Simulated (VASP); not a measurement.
VASP ran on this input.

### INCAR
```
SYSTEM = ZrN
PREC = Accurate; ENCUT = 520; LREAL = .False.
LASPH = .True.
EDIFF = 1E-7; NELM = 100; ALGO = Normal
LMAXMIX = 4
ISMEAR = 1; SIGMA = 0.1
GGA = PE
ISIF = 2
LWAVE = .False.; LCHARG = .False.
```

**KPOINTS**
```
Automatic mesh
0
Gamma
14 14 14
0 0 0
```

**POSCAR**
```
ZrN
3.3133780
  0.0000000000   0.7071067646   0.7071067646
  0.7071067646   0.0000000000   0.7071067646
  0.7071067646   0.7071067646   0.0000000000
Zr N
1 1
direct
  0.0000000000   0.0000000000   0.0000000000
  0.5000000000   0.5000000000   0.5000000000
```

POTCAR, in this order: Zr_sv N (PBE.64 set). Program: vasp_std.

Task: Write an equivalent input for Quantum ESPRESSO's pw.x.

Result: One equivalent input (not run):
```
&CONTROL
  calculation = 'scf'
  pseudo_dir = './pseudo'
  outdir = './out'
  tprnfor = .true.
  tstress = .true.
/
&SYSTEM
  ibrav = 0
  nat = 2
  ntyp = 2
  ecutwfc = 84
  occupations = 'smearing'
  smearing = 'methfessel-paxton'
  degauss = 0.00735
  input_dft = 'pbe'
/
&ELECTRONS
  conv_thr = 7.3e-09
  electron_maxstep = 100
/
ATOMIC_SPECIES
  Zr 91.224 Zr.upf
  N 14.007 N.upf
CELL_PARAMETERS angstrom
     0.0000000    2.3429120    2.3429120
     2.3429120    0.0000000    2.3429120
     2.3429120    2.3429120    0.0000000
ATOMIC_POSITIONS crystal
  Zr   0.0000000  0.0000000  0.0000000
  N    0.5000000  0.5000000  0.5000000
K_POINTS automatic
  14 14 14 0 0 0
```
The two are equivalent in intent, not identical: the potentials are each code's own (VASP's PAW set, PseudoDojo norm-conserving files in pw.x), so ENCUT and ecutwfc are chosen apart and not converted; conv_thr bounds pw.x's estimated SCF error, while EDIFF bounds the energy change between steps.

The compound is ZrN in the rock salt structure. This cell is one point of a volume scan, at 1.06 of the reference volume.
